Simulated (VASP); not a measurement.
A convergence study with VASP on AlAs (zinc blende): one setting is varied, all else stays as given below, so the limit is that of these other settings. Each run relaxes cell and ions from the cell shown.

```xyz
2
Lattice="0.0000 2.8300 2.8300 2.8300 0.0000 2.8300 2.8300 2.8300 0.0000" Properties=species:S:1:pos:R:3 pbc="T T T"
Al     0.0000     0.0000     0.0000
As     1.4150     1.4150     1.4150
```

Computed with PBE GGA, VASP's PBE PAW potentials (set 64) (plane waves; VASP 6.6.1). The tightest run used: 550 eV cut-off, 12×12×12 Γ-centred mesh, Gaussian smearing of 0.050 eV, potentials Al As.

Gaps are read on the run's mesh, which can miss a band edge.

| setting | relaxed volume (Å³/atom) | E (eV/atom) | gap on the mesh (eV) | irreducible k-points |
|---|---|---|---|---|
| 2×2×2 mesh | 25.181 | -3.7512 | 1.197 | 3 |
| 3×3×3 mesh | 23.894 | -4.4859 | 1.632 | 4 |
| 4×4×4 mesh | 23.635 | -4.6378 | 1.480 | 8 |

Question: These are the cheaper rows. Estimate the results at 12×12×12 mesh, and how far the last row shown lies from them.

Answer: 
```tsv
quantity	tightest run	last row shown is off by
relaxed volume (Å³/atom)	23.551	0.084
E (eV/atom)	-4.6948	0.0571
gap on the mesh (eV)	1.500	-0.019
```

Left out are rungs that failed or repeat a setting and relaxations that didn't move; long series are thinned to 24 rows.

The compound is AlAs in the zinc blende structure.
